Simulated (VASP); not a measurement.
Computed with PBE GGA, VASP's PBE PAW potentials (set 64) (plane waves; VASP 6.6.1).

Input for VASP

### KPOINTS
```
Regular mesh
0
G
  6 6 7
```

### POSCAR
```
Al2Au
1
   -1.6714360000     1.6714360000     4.0909110000
    1.6714360000    -1.6714360000     4.0909110000
    1.6714360000     1.6714360000    -4.0909110000
Au Al
1 2
Direct
  0.0021070000  -0.0024180000   0.0138460000
  0.3232570000   0.3328950000  -0.0181670000
  0.6746360000   0.6695230000   0.0043200000
```

INCAR:
```
ALGO  =  Normal
LWAVE  =  F
SIGMA  =  0.1   ! width (eV)
NELM  =  100   ! most electronic steps
LREAL  =  F   ! projection in real space or not
GGA  =  PE
EDIFF  =  1E-6   ! SCF stop (eV)
ENCUT  =  300   ! plane-wave cut-off (eV)
PREC  =  Accurate
NSW  =  50
LMAXMIX  =  6   ! l cut-off of mixed one-centre charges
LASPH  =  T
SYSTEM  =  Al2Au
ISMEAR  =  -1   ! Fermi-Dirac
LCHARG  =  F
EDIFFG  =  -0.01
IBRION  =  2
ISIF  =  3   ! ions, shape and volume
```

POTCAR, in this order: Au Al (PBE.64 set). Program: vasp_std.

Question: What will the output report for the number of irreducible k-points (NKPTS), largest plane-wave count, number of space-group operations, FFT grid (NGX, NGY, NGZ)?

Answer: 
```
Quantity                                       Value
--------------------------------------  ------------
number of irreducible k-points (NKPTS)           128
largest plane-wave count                         559
number of space-group operations                   1
FFT grid (NGX, NGY, NGZ)                28 × 28 × 28
```

The structure was generated: Al2Au was put into an ordered model structure, which need not be its known phase. In the starting cell atoms are displaced from their ideal sites. This run relaxes it. The k-mesh is coarse (spacing up to 0.34 per Å, 2π included), so the numbers may not be converged in it. The run is one of a series of settings (EDIFFG = -0.01, IBRION = 2, ISIF = 3, NSW = 50 against the base run), some of them coarse on purpose. The electron count is odd and the run is not spin-polarised, which forces a metal.
